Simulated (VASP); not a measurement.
All values below come from PBEsol GGA with spin-orbit coupling, VASP's PBE PAW potentials (set 64) (plane waves; VASP).

A VASP calculation is set up with these files.

KPOINTS_OPT:
```
k-points along high-symmetry lines
8
Line-mode
Reciprocal
  0.000000   0.000000   0.000000 ! GAMMA
 -0.500000  -0.500000   0.000000 ! X

 -0.500000  -0.500000   0.000000 ! X
 -0.375000  -0.375000   0.250000 ! U

 -0.375000  -0.000000   0.375000 ! K
  0.000000   0.000000   0.000000 ! GAMMA

  0.000000   0.000000   0.000000 ! GAMMA
 -0.000000  -0.000000   0.500000 ! L

 -0.000000  -0.000000   0.500000 ! L
 -0.500000  -0.250000   0.250000 ! W

 -0.500000  -0.250000   0.250000 ! W
 -0.500000  -0.500000   0.000000 ! X
```

**KPOINTS**
```
Regular mesh
0
G
7 7 7
```

**POSCAR**
```
CuI
1
    0.0000000000     2.9685087804     2.9685087804
    2.9685087804     0.0000000000     2.9685087804
    2.9685087804     2.9685087804     0.0000000000
Cu I
1 1
Direct
  0.0000000000   0.0000000000   0.0000000000
  0.2500000000   0.2500000000   0.2500000000
```

### INCAR
```
SYSTEM = CuI
PREC = Accurate
ENCUT = 400
EDIFF = 1E-6
NELM = 100
ALGO = Normal
LREAL = .FALSE.
LASPH = .TRUE.
ISMEAR = 0
SIGMA = 0.05
GGA = PS
LMAXMIX = 4
LWAVE = .FALSE.
LCHARG = .FALSE.
LSORBIT = .TRUE.
MAGMOM = 0 0 0 0 0 0
GGA_COMPAT = .FALSE.
```

POTCAR, in this order: Cu I (PBE.64 set). Program: vasp_ncl.

The run wrote:

File OUTCAR:
```
 ion  position               nearest neighbor table
   1  0.000  0.000  0.000-   2 2.57   2 2.57   2 2.57   2 2.57
   2  0.250  0.250  0.250-   1 2.57   1 2.57   1 2.57   1 2.57
  LATTYP: Found a face centered cubic cell.
 ALAT       =     5.9370175608
 Subroutine PRICEL returns:
 Original cell was already a primitive cell.
 Subroutine GETGRP returns: Found 24 space group operations
The static configuration has the point symmetry T_d .
The dynamic configuration has the point symmetry T_d .
The overall configuration has the point symmetry T_d .
 Subroutine INISYM returns: Found 24 space group operations
 Subroutine IBZKPT returns following result:
 Found     30 irreducible k-points:

 Following reciprocal coordinates:
            Coordinates               Weight
  0.000000  0.000000  0.000000      1.000000
  0.142857  0.000000  0.000000      4.000000
 -0.142857  0.000000  0.000000      4.000000
  0.285714  0.000000  0.000000      4.000000
 -0.285714  0.000000  0.000000      4.000000
  0.428571  0.000000  0.000000      4.000000
 -0.428571  0.000000  0.000000      4.000000
  0.142857  0.142857  0.000000      6.000000
  0.285714  0.142857  0.000000     12.000000
 -0.285714 -0.142857  0.000000     12.000000
  0.428571  0.142857  0.000000     12.000000
 -0.428571 -0.142857  0.000000     12.000000
 -0.428571  0.142857  0.000000     12.000000
  0.428571 -0.142857  0.000000     12.000000
 -0.285714  0.142857  0.000000     12.000000
  0.285714 -0.142857  0.000000     12.000000
 -0.142857  0.142857  0.000000     12.000000
  0.285714  0.285714  0.000000      6.000000
  0.428571  0.285714  0.000000     12.000000
 -0.428571 -0.285714  0.000000     12.000000
 -0.428571  0.285714  0.000000     12.000000
  0.428571 -0.285714  0.000000     12.000000
 -0.285714  0.285714  0.000000     12.000000
  0.428571  0.428571  0.000000      6.000000
 -0.428571  0.428571  0.000000     12.000000
  0.428571  0.285714  0.142857     24.000000
 -0.428571  0.285714  0.142857     24.000000
  0.428571 -0.285714 -0.142857     24.000000
 -0.428571  0.428571  0.142857     24.000000
 -0.285714  0.428571  0.142857     24.000000
   k-points           NKPTS =     30   k-points in BZ     NKDIM =     30   number of bands    NBANDS=     26
   number of dos      NEDOS =    301   number of ions     NIONS =      2
   total plane-waves  NPLWV =  21952
   dimension x,y,z NGX =    28 NGY =   28 NGZ =   28
   dimension x,y,z NGXF=    56 NGYF=   56 NGZF=   56
   ions per type =               1   1
   PREC   = accura    normal or accurate (medium, high low for compatibility)
   ISTART =      0    job   : 0-new  1-cont  2-samecut
   ICHARG =      2    charge: 1-file 2-atom 10-const
   ISPIN  =      1    spin polarized calculation?
   LNONCOLLINEAR =      T non collinear calculations
   LSORBIT =      T    spin-orbit coupling
   INIWAV =      1    electr: 0-lowe 1-rand  2-diag
   ENCUT  =  400.0 eV  29.40 Ry    5.42 a.u.   6.85  6.85  6.85*2*pi/ulx,y,z
   NELM   =    100;   NELMIN=  2; NELMDL= -5     # of ELM steps
   EDIFF  = 0.1E-05   stopping-criterion for ELM
   LREAL  =      F    real-space projection
   NLSPLINE    = F    spline interpolate recip. space projectors
   LMAXMIX     =    4 max onsite mixed and CHGCAR
   VOSKOWN=      0    Vosko Wilk Nusair interpolation
   EDIFFG = 0.1E-04   stopping-criterion for IOM
   NSW    =      0    number of steps for IOM
   NBLOCK =      1;   KBLOCK =      1    inner block; outer block
   IBRION =     -1    ionic relax: 0-MD 1-quasi-New 2-CG
   NFREE  =      0    steps in history (QN), initial steepest desc. (CG)
   ISIF   =      2    stress and relaxation
   ISYM   =      2    0-nonsym 1-usesym 2-fastsym
   TEIN   =    0.0    initial temperature
...
```

### OSZICAR
```
       N       E                     dE             d eps       ncg     rms          rms(c)
DAV:   1     0.126145227191E+03    0.12615E+03   -0.64266E+03  1560   0.124E+03
DAV:   2     0.471843636036E+01   -0.12143E+03   -0.11563E+03  1570   0.288E+02
DAV:   3    -0.621576616329E+01   -0.10934E+02   -0.10682E+02  2076   0.108E+02
DAV:   4    -0.677544640632E+01   -0.55968E+00   -0.55797E+00  2146   0.222E+01
DAV:   5    -0.679445447446E+01   -0.19008E-01   -0.19006E-01  2392   0.389E+00    0.727E+00
DAV:   6    -0.669172366304E+01    0.10273E+00   -0.55395E+00  1808   0.692E+01    0.468E+00
DAV:   7    -0.645009527504E+01    0.24163E+00   -0.12597E+00  1838   0.427E+01    0.253E+00
DAV:   8    -0.645727252932E+01   -0.71773E-02   -0.13056E-01  2506   0.736E+00    0.136E+00
DAV:   9    -0.645086273322E+01    0.64098E-02   -0.18241E-02  2136   0.393E+00    0.454E-01
DAV:  10    -0.644954814572E+01    0.13146E-02   -0.33214E-03  2444   0.161E+00    0.331E-01
DAV:  11    -0.644940652633E+01    0.14162E-03   -0.90211E-04  2452   0.506E-01    0.107E-01
DAV:  12    -0.644934016524E+01    0.66361E-04   -0.74809E-04  2074   0.967E-01    0.375E-02
DAV:  13    -0.644934156898E+01   -0.14037E-05   -0.97625E-05  2404   0.163E-01    0.571E-02
DAV:  14    -0.644933780709E+01    0.37619E-05   -0.45795E-06  2100   0.627E-02    0.362E-02
DAV:  15    -0.644933682831E+01    0.97878E-06   -0.10306E-05  2366   0.713E-02    0.723E-03
DAV:  16    -0.644933686980E+01   -0.41492E-07   -0.97935E-07  1082   0.102E-02
   1 F= -.64493369E+01 E0= -.64493369E+01  d E =-.865651E-12  mag=    -0.0000     0.0000     0.0000
       N       E                     dE             ncg
       N       E                     dE             ncg
```

### OUTCAR
```
------------------------ aborting loop because EDIFF is reached ----------------------------------------
  FORCE on cell =-STRESS in cart. coord.  units (eV):
  Direction    XX          YY          ZZ          XY          YZ          ZX
  --------------------------------------------------------------------------------------
  Total        0.0232748      0.0232748      0.0232748      0.0000000      0.0000000     -0.0000000
  in kB        0.7127749      0.7127749      0.7127749      0.0000000      0.0000000     -0.0000000
  external PRESSURE =       0.7127749 kB  Pullay stress =       0.0000000 kB
  volume of cell :       52.32
      direct lattice vectors                 reciprocal lattice vectors
     0.000000000  2.968508780  2.968508780    -0.168434738  0.168434738  0.168434738
     2.968508780  0.000000000  2.968508780     0.168434738 -0.168434738  0.168434738
     2.968508780  2.968508780  0.000000000     0.168434738  0.168434738 -0.168434738
  FREE ENERGIE OF THE ION-ELECTRON SYSTEM (eV)
  ---------------------------------------------------
  free  energy   TOTEN  =        -6.4493368698 eV

  energy  without entropy=       -6.4493368698  energy(sigma->0) =       -6.44933687

 Ion:    1  E_soc:     -0.0103689

 Ion:    2  E_soc:     -0.2527390
```
(Selected blocks of OUTCAR.)

The compound is CuI in the zinc blende structure. It was relaxed first, which changed the volume by -5 %.
